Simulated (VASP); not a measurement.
Here is the system:

```
KMgF3
1.0
    4.00327     0.00000     0.00000
    0.00000     4.00327     0.00000
    0.00000     0.00000     4.00327
K Mg F
1 1 3
Cartesian
  0.00000   0.00000   0.00000
  2.00164   2.00164   2.00164
  2.00164   0.00000   2.00164
  0.00000   2.00164   2.00164
  2.00164   2.00164   0.00000
```

The numbers are results of vdW-DF-cx, VASP's PBE PAW potentials (set 64) (plane waves; VASP), not measurements. Settings: 520 eV cut-off, 6×6×6 Γ-centred mesh, tetrahedra with Blöchl corrections, potentials K_sv Mg F.

The cores are frozen, which limits the accuracy of field gradients.

Give the principal components of the electric field gradient (V/Å²) and the asymmetry η at each nucleus.

| atom | Vxx | Vyy | Vzz | η |
|---|---|---|---|---|
| K1 | 0.0 | 0.0 | 0.0 | - |
| Mg2 | 0.0 | 0.0 | 0.0 | - |
| F3 | -22.5 | -22.5 | 44.9 | 0.00 |
| F4 | -22.5 | -22.5 | 44.9 | 0.00 |
| F5 | -22.5 | -22.5 | 44.9 | 0.00 |

The compound is KMgF3 in the cubic perovskite structure. It was relaxed first.
